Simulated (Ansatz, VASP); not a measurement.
**ZnO (zincite): VASP beside Ansatz**

Aim: how closely do two programs agree when they are given the same cell, functional and k mesh? The cell is taken from a series of runs on this material, whose earlier steps may have relaxed, scaled, displaced or heated it; both programs get it as it stands.

Method: plane waves, with VASP 6.6.1 beside it; relaxation of cell and atoms at RPBE and zone-centre phonons at RPBE, in Ansatz 0.2.0.

## (1) The structure

Symmetry: P6_3mc, No. 186, hexagonal system. The conventional cell has a = 3.316 Å, b = 3.316 Å, c = 5.356 Å, α = 90.00°, β = 90.00°, γ = 120.00°. Nearest to Zn lie 4 O at 2.02 to 2.03 Å. O has 4 Zn at 2.02 to 2.03 Å nearest. Farther neighbours and most contacts between anions are not listed.

Coordinates:

```cif
data_structure
_symmetry_space_group_name_H-M 'P6_3mc'
_symmetry_Int_Tables_number 186
_cell_length_a 3.3164
_cell_length_b 3.3164
_cell_length_c 5.3557
_cell_angle_alpha 90.000
_cell_angle_beta 90.000
_cell_angle_gamma 120.000
_cell_volume 51.01
loop_
_atom_site_label
_atom_site_type_symbol
_atom_site_symmetry_multiplicity
_atom_site_Wyckoff_symbol
_atom_site_fract_x
_atom_site_fract_y
_atom_site_fract_z
_atom_site_occupancy
Zn1 Zn 2 b 0.33333 0.66667 0.50034 1
O1 O 2 b 0.66667 0.33333 0.37867 1
```

## (2) VASP: relaxation of cell and atoms, RPBE, pair 1

The relaxed volume is the usual yardstick between codes: in a stiff, nearly cubic crystal its relative difference is about their pressure difference at one cell divided by the bulk modulus.

Lines of VASP's logs that name or quote its potential files are left out, and so is its time.

File INCAR:

```
SYSTEM = ZnO
PREC = Accurate
ENCUT = 600
EDIFF = 1E-07
NELM = 120
ISMEAR = 0
SIGMA = 0.02
LREAL = .FALSE.
ALGO = Normal
GGA = RP
NBANDS = 24
LORBIT = 11
LWAVE = .FALSE.
LCHARG = .FALSE.
ISIF = 3
IBRION = 2
NSW = 80
EDIFFG = -0.005
LASPH = .TRUE.
GGA_COMPAT = .FALSE.
NELMIN = 4
EFERMI = MIDGAP
KPAR = 2
```

File POSCAR:

```
ZnO
1.0
    3.3163600000      0.0000000000      0.0000000000
   -1.6581800000      2.8720520000      0.0000000000
    0.0000000000      0.0000000000      5.3557160000
Zn O
2 2
Direct
    0.3333332753      0.6666665506      0.5003401973
    0.6666667247      0.3333334494      0.0003401973
    0.6666667247      0.3333334494      0.3786698174
    0.3333332753      0.6666665506      0.8786698174
```

File KPOINTS:

```
Automatic mesh
0
Gamma
9 9 6
0 0 0
```

PAW data sets: Zn and O (PBE family, release 64).

Launch:

```
> mpirun -np 2 vasp_std
```

Numbers of over 12 decimals in the logs are rounded to 6 here.

Output:

```text
[banner, memory and clock lines left out]
running    2 mpi-ranks, on    1 nodes
 distrk:  each k-point on    1 cores,    2 groups
 distr:  one band on    1 cores,    1 groups

 POSCAR found type information on POSCAR ZnO
 POSCAR found :  2 types and       4 ions
|                                                                             |
|               ----> ADVICE to this user running VASP <----                  |
|                                                                             |
|     You enforced a specific xc type in the INCAR file but a different       |
|     [... a line on the potential file left out ...]
|     I HOPE YOU KNOW WHAT YOU ARE DOING!                                     |
|                                                                             |

 LDA part: xc-table for (Slater+PW92), standard interpolation
 POSCAR, INCAR and KPOINTS ok, starting setup
 FFT: planning ... GRIDC
 FFT: planning ... GRID_SOFT
 FFT: planning ... GRID
 WAVECAR not read
 entering main loop
       N       E                     dE             d eps       ncg     rms          rms(c)
DAV:   1     0.304496324742E+03    0.30450E+03   -0.19993E+04  2304   0.235E+03
DAV:   2     0.117544125986E+02   -0.29274E+03   -0.27712E+03  2528   0.447E+02
DAV:   3    -0.191244779086E+02   -0.30879E+02   -0.30565E+02  2616   0.148E+02
DAV:   4    -0.196638273909E+02   -0.53935E+00   -0.53883E+00  2616   0.205E+01
DAV:   5    -0.196671873031E+02   -0.33599E-02   -0.33598E-02  2672   0.156E+00    0.138E+01
DAV:   6    -0.162107887170E+02    0.34564E+01   -0.94340E+00  3928   0.681E+01    0.811E+00
DAV:   7    -0.163995704960E+02   -0.18878E+00   -0.28154E+00  2432   0.186E+01    0.486E+00
DAV:   8    -0.164262892179E+02   -0.26719E-01   -0.60516E-01  3384   0.791E+00    0.163E+00
DAV:   9    -0.163762937119E+02    0.49996E-01   -0.13408E-01  3448   0.686E+00    0.285E-01
DAV:  10    -0.163796917752E+02   -0.33981E-02   -0.42659E-02  2376   0.151E+00    0.163E-01
DAV:  11    -0.163799410850E+02   -0.24931E-03   -0.91728E-04  2592   0.442E-01    0.742E-02
DAV:  12    -0.163799922890E+02   -0.51204E-04   -0.33269E-04  3056   0.443E-01    0.292E-02
DAV:  13    -0.163800271827E+02   -0.34894E-04   -0.10579E-04  2728   0.167E-01    0.268E-02
DAV:  14    -0.163800195419E+02    0.76408E-05   -0.41495E-05  2824   0.641E-02    0.271E-03
DAV:  15    -0.163800197260E+02   -0.18410E-06   -0.70366E-06  2520   0.242E-02    0.361E-03
DAV:  16    -0.163800194881E+02    0.23790E-06   -0.32538E-07  2264   0.620E-03    0.139E-03
DAV:  17    -0.163800194402E+02    0.47932E-07   -0.96336E-08  1728   0.365E-03
   1 F= -.16380019E+02 E0= -.16380019E+02  d E =-.163800E+02
[... from here on, the cycles between the ionic steps are left out ...]
   2 F= -.16380710E+02 E0= -.16380710E+02  d E =-.690093E-03
   3 F= -.16380815E+02 E0= -.16380815E+02  d E =-.795311E-03
   4 F= -.16380815E+02 E0= -.16380815E+02  d E =-.795388E-03
   5 F= -.16380788E+02 E0= -.16380788E+02  d E =-.768121E-03
   6 F= -.16380814E+02 E0= -.16380814E+02  d E =-.794894E-03
   7 F= -.16380832E+02 E0= -.16380832E+02  d E =-.178267E-04
   8 F= -.16380845E+02 E0= -.16380845E+02  d E =-.303865E-04
 curvature:  -1.35 expect dE=-0.243E-04 dE for cont linesearch -0.637E-08
 trial: gam= 0.60424 g(F)=  0.645E-06 g(S)=  0.173E-04 ort = 0.335E-06 (trialstep = 0.113E+01)
 search vector abs. value=  0.271E-04
 bond charge predicted
       N       E                     dE             d eps       ncg     rms          rms(c)
DAV:   1    -0.163809632204E+02   -0.11852E-03   -0.43760E-03  2304   0.641E-01    0.751E-02
DAV:   2    -0.163808880354E+02    0.75185E-04   -0.25554E-04  2752   0.286E-01    0.390E-02
DAV:   3    -0.163808621133E+02    0.25922E-04   -0.16209E-05  2952   0.659E-02    0.164E-02
DAV:   4    -0.163808575760E+02    0.45373E-05   -0.93900E-06  3168   0.389E-02    0.227E-03
DAV:   5    -0.163808577377E+02   -0.16172E-06   -0.19986E-06  2384   0.154E-02    0.114E-03
DAV:   6    -0.163808576903E+02    0.47376E-07   -0.55948E-08  1256   0.538E-03
   9 F= -.16380858E+02 E0= -.16380858E+02  d E =-.129697E-04
 trial-energy change:   -0.000013  1 .order   -0.000013   -0.000021   -0.000004
 step:   1.3933(harm=  1.4485)  dis= 0.00032  next Energy=   -16.380858 (dE=-0.135E-04)
 reached required accuracy - stopping structural energy minimisation
```

OUTCAR, selected parts (step 2):

```text
ion  position               nearest neighbor table
   1  0.333  0.667  0.500-   3 2.02   3 2.02   3 2.02   4 2.03
   2  0.667  0.333  0.000-   4 2.02   4 2.02   4 2.02   3 2.03
   3  0.667  0.333  0.379-   1 2.02   1 2.02   1 2.02   2 2.03
   4  0.333  0.667  0.879-   2 2.02   2 2.02   2 2.02   1 2.03

  LATTYP: Found a hexagonal cell.
 ALAT       =     3.3163600000
 C/A-ratio  =     1.6149380646

 Subroutine GETGRP returns: Found 12 space group operations
 (whereof  6 operations were pure point group operations)

The static configuration has the point symmetry C_3v.
 The point group associated with its full space group is C_6v.

 Found     48 irreducible k-points:

   k-points           NKPTS =     48   k-points in BZ     NKDIM =     48   number of bands    NBANDS=     24

   dimension x,y,z NGX =    28 NGY =   28 NGZ =   48
   dimension x,y,z NGXF=    56 NGYF=   56 NGZF=   96

   ENCUT  =  600.0 eV  44.10 Ry    6.64 a.u.   6.62  6.62 10.70*2*pi/ulx,y,z

   NELECT =      36.0000    total number of electrons

 k-points in reciprocal lattice and weights: Automatic mesh
   0.00000000  0.00000000  0.00000000       0.002
   0.11111111 -0.00000000  0.00000000       0.012
   0.22222222  0.00000000  0.00000000       0.012
   0.33333333  0.00000000  0.00000000       0.012
   0.44444444  0.00000000  0.00000000       0.012
   0.11111111  0.11111111  0.00000000       0.012
   0.22222222  0.11111111  0.00000000       0.025
   0.33333333  0.11111111  0.00000000       0.025
   0.44444444  0.11111111  0.00000000       0.012
[...]
0.33333333  0.22222222  0.50000000       0.025
   0.33333333  0.33333333  0.50000000       0.004

 average (electrostatic) potential at core
       1 -36.3678       2 -36.3678       3 -73.5025       4 -73.5025

 E-fermi :   1.1236

 k-point     1 :       0.0000    0.0000    0.0000
  band No.  band energies     occupation
    ...
     14       0.0345      2.00000
     15       0.0345      2.00000
     16       0.6742      2.00000
     17       0.7404      2.00000
     18       0.7404      2.00000
     19       1.5069      0.00000
     20       5.7830      0.00000
     21       8.7995      0.00000
     22      13.3637      0.00000
     23      13.3637      0.00000
    ...

 k-point     2 :       0.1111   -0.0000    0.0000
  band No.  band energies     occupation
    ...
     14      -0.3827      2.00000
     15      -0.1126      2.00000
     16       0.0549      2.00000
     17       0.6008      2.00000
     18       0.6615      2.00000
     19       2.3479      0.00000
     20       6.2517      0.00000
     21       8.8115      0.00000
     22      12.2596      0.00000
     23      13.4625      0.00000
    ...

 k-point     3 :       0.2222    0.0000    0.0000
  band No.  band energies     occupation
    ...
     14      -1.3272      2.00000
     15      -0.7332      2.00000
     16      -0.4834      2.00000
     17       0.3742      2.00000
     18       0.4519      2.00000
     19       3.5831      0.00000
     20       7.2401      0.00000
     21       8.8328      0.00000
     22      10.6135      0.00000
     23      12.2850      0.00000
    ...

  Total        0.0131285      0.0131285     -0.0019020      0.0000000      0.0000000      0.0000000
  in kB        0.4097920      0.4097920     -0.0593685      0.0000000      0.0000000      0.0000000
  external PRESSURE =       0.2534052 kB  Pullay stress =       0.0000000 kB

  energy-cutoff  :      600.00
  volume of cell :       51.33
      direct lattice vectors                 reciprocal lattice vectors
     3.323986102  0.000000000  0.000000000     0.300843616  0.173692143 -0.000000000
    -1.661993051  2.878656398  0.000000000     0.000000000  0.347384287 -0.000000000
     0.000000000  0.000000000  5.364292950    -0.000000000 -0.000000000  0.186417858

 POSITION                                       TOTAL-FORCE (eV/Angst)
 -----------------------------------------------------------------------------------
      0.00000      1.91910      2.68160        -0.000000      0.000000      0.000071
      1.66199      0.95955      5.36375        -0.000000      0.000000      0.000071
      1.66199      0.95955      2.03367        -0.000000     -0.000000     -0.000071
      0.00000      1.91910      4.71581         0.000000     -0.000000     -0.000071
 -----------------------------------------------------------------------------------
    total drift:                                0.000000      0.000000      0.000647

  FREE ENERGIE OF THE ION-ELECTRON SYSTEM (eV)
  ---------------------------------------------------
  free  energy   TOTEN  =       -16.3808576903 eV

  energy  without entropy=      -16.3808576903  energy(sigma->0) =      -16.38085769

 reached required accuracy - stopping structural energy minimisation

 total charge
# of ion       s       p       d       tot
------------------------------------------
    1        0.433   0.422   9.880  10.734
    2        0.433   0.422   9.880  10.734
    3        1.552   3.432   0.000   4.984
    4        1.552   3.432   0.000   4.984
--------------------------------------------------
tot          3.969   7.707  19.760  31.437

[... 3 further parts left out ...]
```

The run keeps the 12 symmetry operations of its start, so it cannot find a distortion of lower symmetry.

## (3) Ansatz: relaxation of cell and atoms, RPBE, pair 1

Ansatz runs on its default PAW (the set named soft_2) files.

The same cell, functional, mesh and smearing now go to Ansatz, which takes its cutoff from its data sets.

File input.yaml:

```yaml
crystal:
  lattice:
    - [3.3163602595, 0.0, 0.0]
    - [-1.6581801298, 2.8720522329, 0.0]
    - [0.0, 0.0, 5.3557161042]
  atoms:
    - { symbol: Zn, position: [0.3333333333, 0.6666666667, 0.500340192] }
    - { symbol: Zn, position: [0.6666666667, 0.3333333333, 0.000340192] }
    - { symbol: O, position: [0.6666666667, 0.3333333333, 0.378669808] }
    - { symbol: O, position: [0.3333333333, 0.6666666667, 0.878669808] }
kpoints:
  mp_grid: { grid: [9, 9, 6] }
hamiltonian:
  xc: rpbe
scf:
  occupations: { method: gaussian, width: 0.02 }
output:
  forces: true
  stress: true
  eigenvalues: true
relax:
  adjacent_minimum: "off"
  f_tol: 0.005
  max_steps: 80
  cell: { stress_tol: 0.05 }
```

Launch:

```
> ansatz run input.yaml --threads 8 --pin off --max-ram 14336MiB --backend cpu --events-out ev --progress --plain --runs-dir out
```

Output:

```text
Engine: ansatz 0.2.0, aarch64-unknown-linux-gnu
Pseudopotentials: kind: paw
Pseudopotential: Zn, paw, valence charge 12, recommended cutoff 420 eV (normal), Zn.paw.azcp
Pseudopotential: O, paw, valence charge 6, recommended cutoff 420 eV (normal), O.paw.azcp
Functional definition: RPBE
  parameter kappa = 0.804
  parameter beta = 0.066725
  exchange = rpbe_x(kappa = kappa, mu = beta*pi^2/3)
  correlation = pbe_c(beta = beta)
Crystal: 4 atoms, lattice volume = 51.012 Å³
Basis set: ecut = 420 eV, 989 PW (Γ), exchange–correlation on 48×48×72 points (8 copies of the dense FFT grid, shifted against one another)
Bands: 22, of which v1, the nominal top of the filled ones, is band 18 counted from 1 (17 counted from 0)
Symmetry: 12 space group operations
Space group: P63mc (ITA 186), of the structure as read, at distance tolerance 3.7e-5 Å
k-points: 48 of 486 (time reversal used)
Non-local potential: Zn, projectors of the file, l = 0: 2, l = 1: 2, l = 2: 3, l = 3: 1
Non-local potential: O, projectors of the file, l = 0: 2, l = 1: 2, l = 2: 1
PAW form: soft (Blöchl's): semilocal exchange-correlation on the pseudo side does not see the compensation charge
PAW frozen core: Zn, regenerated for the run's functional, and the local potential with it (the file was generated under x = pbe(κ = 0.804, μ = 0.219515), c = pbe(β = 0.066725))
PAW frozen core: O, regenerated for the run's functional, and the local potential with it (the file was generated under x = pbe(κ = 0.804, μ = 0.219515), c = pbe(β = 0.066725))
PAW one-centre angular grid: Zn, 590 points (default); XC on 64 Gauss nodes
PAW one-centre angular grid: O, 110 points (default); XC on 64 Gauss nodes
Initial density: superposition of atomic densities (neutral atoms: chi_scale 0, normalization atom), corrected by the library's trained network
Initial wavefunctions: pseudopotential atomic-orbital guess
Functional: x = rpbe, c = pbe(β = 0.066725)
SCF iter   1: F=—  HF=-7788.014917 eV  |F-HF|=—  |Δ(HF+E_count)|=         —  Δρ=6.39e-3  dr2=1.44e-2  ethr=1.77e-3  ⟨swp⟩=6.0  Hψ=4614  notcnv=0
preconditioner: auto → Resta (q_TF=auto, 2.574 Å⁻¹)  ε∞=7.3  [insulator: Δε(μ)=0.858 eV  Ē_g=12.396 eV  σ=0.020 eV  W_gap=1.00  n_scr=22 (ndim 8)  ℏωp=31.2 eV  f_vac=0.047  D(μ)=0.00/eV (n_scr^D=0)  ε∞_Penn≈7.3]
SCF iter   2: F=—  HF=-7788.012282 eV  |F-HF|=—  |Δ(HF+E_count)|=   2.63e-3  Δρ=1.65e-3  dr2=8.33e-4  ethr=4.00e-5  ⟨swp⟩=2.0  Hψ=2400  notcnv=0
SCF iter   3: F=—  HF=-7788.012063 eV  |F-HF|=—  |Δ(HF+E_count)|=   2.20e-4  Δρ=1.36e-3  dr2=5.92e-4  ethr=2.31e-6  ⟨swp⟩=2.0  Hψ=1984  notcnv=0
SCF iter   4: F=—  HF=-7788.012080 eV  |F-HF|=—  |Δ(HF+E_count)|=   1.70e-5  Δρ=5.79e-4  dr2=2.40e-4  ethr=1.65e-6  ⟨swp⟩=2.2  Hψ=1850  notcnv=0
SCF iter   5: F=—  HF=-7788.012050 eV  |F-HF|=—  |Δ(HF+E_count)|=   3.02e-5  Δρ=1.71e-4  dr2=1.91e-5  ethr=6.68e-7  ⟨swp⟩=2.4  Hψ=1521  notcnv=0
SCF iter   6: F=—  HF=-7788.012122 eV  |F-HF|=—  |Δ(HF+E_count)|=   7.25e-5  Δρ=4.13e-5  dr2=7.48e-7  ethr=5.31e-8  ⟨swp⟩=2.0  Hψ=1920  notcnv=0
SCF iter   7: F=—  HF=-7788.012124 eV  |F-HF|=—  |Δ(HF+E_count)|=   1.86e-6  Δρ=1.42e-5  dr2=1.14e-7  ethr=2.08e-9  ⟨swp⟩=2.0  Hψ=1836  notcnv=0
SCF iter   8: F=-7788.012124 eV  HF=-7788.012124 eV  |F-HF|=1.80e-8  |Δ(HF+E_count)|=   4.63e-7  Δρ=3.48e-6  dr2=7.07e-9  ethr=2.78e-10  ⟨swp⟩=5.3  Hψ=4656  notcnv=0
SCF 1 converged in 8 iterations: F = -7788.012124 eV  dr2 = 7.07e-9
  greatest PAW one-centre occupation: 0.987 electrons in one spin orbital (limit 2), on the Zn atom at site 1 (counted from 0), in its partial waves of l = 2
relax step   1: F+E_penalty+E_count = -7788.01212432 eV  Δ(F+E_penalty+E_count) = +0.000e0 eV  max|allowed force component| = 2.054e-2 eV/Å  Δτ_max = 0.0000 Å  P = +0.094 GPa  Ω = 51.012 Å³  (8 SCF iters, dr2 threshold 1.00e-7 eV, accepted)
[...]
relax step   2: F+E_penalty+E_count = -7788.01208579 eV  Δ(F+E_penalty+E_count) = +3.854e-5 eV  max|allowed force component| = 1.722e-2 eV/Å  Δτ_max = 0.0005 Å  P = +0.045 GPa  Ω = 51.032 Å³  energy of the carried Pulay correction = -7.825e-5 eV  (4 SCF iters, dr2 threshold 7.73e-8 eV, accepted)
[...]
relax step   3: F+E_penalty+E_count = -7788.01207765 eV  Δ(F+E_penalty+E_count) = +8.134e-6 eV  max|allowed force component| = 1.193e-3 eV/Å  Δτ_max = 0.0020 Å  P = -0.001 GPa  Ω = 51.051 Å³  energy of the carried Pulay correction = -1.530e-4 eV  (5 SCF iters, dr2 threshold 4.20e-8 eV, accepted)
[...]
relax step   4: F+E_penalty+E_count = -7788.01220394 eV  Δ(F+E_penalty+E_count) = -1.263e-4 eV  max|allowed force component| = 1.219e-3 eV/Å  Δτ_max = 0.0000 Å  P = +0.003 GPa  Ω = 51.051 Å³  stress off target by 5.31e-3 GPa  SCF on the basis re-selected at this cell (its energy is not comparable with the rows above)  (7 SCF iters)
basis re-selected at this cell: Δ(F+E_penalty+E_count) = -1.263e-4 eV, ΔP = +0.004 GPa vs the last step (what re-selecting the basis moved, of the pressure what is left beyond the Pulay correction that the steps carried, after the strain that the cell walked since its last selection, with what the two solves' SCF thresholds leave and, on support functions, any second-order correction that the steps lacked; it is no m [...]
SCF converged after 7 iterations
Free energy (F): -7788.012204 eV
Harris-Foulkes:  -7788.012204 eV  (|F-HF|=1.46e-11)
Internal energy: -7788.012204 eV  (E = F + TS)
E sigma→0 (E₀):  -7788.012204 eV
Fermi energy:    6.797499 eV
--- Per-component energies (eV) ---
  E_band       = 43.357828
  E_kinetic    = 609.088714
  E_local      = -4110.435048  (includes V_loc(G=0)·N_el)
  E_nonlocal   = 1333.954080
  E_hartree    = 1688.811000
  E_xc         = -420.223762
  E_vxc        = -287.467312  (∫ρ·V_xc dr)
  E_paw        = -3994.606475  (= ΣΔE_a)
  E_vpaw       = -879.408622  (= ΣTr[D̂ρ^β])
  E_aug_tail   = 0.003980  (compensation charges beyond the density's cutoff)
  E_ewald      = -2894.414901
  E_core_change = -0.189792  (= ΣΔE_core)
  E_smearing   = -0.000000  (= −TS)
  E_closure    = 0.000000  (closes the sum)
  Σ components = -7788.012204   (vs F -7788.012204, Δ=0.00e0)
--- Forces (eV/Å), atoms counted from 1 ---
  atom   1  Zn    -0.00000000    -0.00000000    -0.00121753
  atom   2  Zn     0.00000000     0.00000000    -0.00121753
  atom   3  O     -0.00000000     0.00000000     0.00122014
  atom   4  O      0.00000000     0.00000000     0.00122014
  max |Σ_I F_I| component: 5.23e-6 eV/Å
--- Stress (GPa, compression-positive) ---
        0.001569      -0.000000      -0.000000
       -0.000000       0.001569       0.000000
       -0.000000       0.000000       0.005311
  P = ⅓ Tr σ = 0.0028 GPa (0.028 kbar)
--- Band table (eV; the first three rows and the last of 48) ---
  k-point 0: bands = [... 14 lower, 5.6890, 6.3300, 6.3975, 6.3975, 7.1972, 11.4883, 14.4907, 19.0796]
  k-point 1: bands = [... 14 lower, 5.7373, 5.7814, 6.3509, 6.3509, 7.8256, 11.2607, 14.6971, 19.0860]
  k-point 2: bands = [... 14 lower, 5.8687, 5.8687, 6.2233, 6.2233, 8.7982, 10.6468, 15.3058, 17.6776]
  k-point 47: bands = [... 14 lower, 3.9451, 3.9451, 5.2860, 5.2860, 14.0988, 14.0988, 14.4464, 14.4464]
--- Relaxed structure (3 steps of the walk, 3 accepted, 1 SCFs on fresh bases) ---
  F+E_penalty+E_count = -7788.01220394 eV   max|allowed force component| = 1.219e-3 eV/Å   (the final SCF, on the basis selected at the relaxed cell)
  cell:  # Å, volume = 51.0514 Å³
    - [3.318325, 2.8884697470038987e-11, 0]
    - [-1.659163, 2.873754, 0]
    - [0, 0, 5.353520]
  atoms:
    - { symbol: Zn, position: [0.333333, 0.666667, 0.499867] }
    - { symbol: Zn, position: [0.666667, 0.333333, -0.000132882] }
    - { symbol: O, position: [0.666667, 0.333333, 0.379143] }
    - { symbol: O, position: [0.333333, 0.666667, 0.879143] }
```

The column dr2 measures how far the density is from self-consistency, as an energy; F and HF (Harris–Foulkes) agree once it is small.

## (4) Comparison

Known differences besides the potentials themselves: the cutoff is 420 eV in Ansatz and 600 eV in VASP; Ansatz makes its cores anew for this functional, VASP keeps those of its PBE data sets; Ansatz adds a Pulay correction to the stress that steers its cell, VASP none. Total energies have different zeros and are not compared.

The two programs side by side:

```csv
quantity,Ansatz,VASP,difference
volume (Å³),51.05,51.33,-0.54 %
"edge a after relaxation, in the typed setting (Å)",3.318,3.324,-0.17 %
"edge c after relaxation, in the typed setting (Å)",5.354,5.364,-0.20 %
```

(Part 1 of 2 ends here.)

[Lines on the potential files, build, host, timing and source positions are cut from VASP's logs without a mark.]

[Logs are printed without paths, hosts, clocks, repeated set-up lines and the standing remarks that a program may print on its own settings, such as how far it seeks lower states.]

[Hosts, paths, dates, database ids (printed as entryN), source tags and the programs' standing remarks are cut or masked in the printed files.]
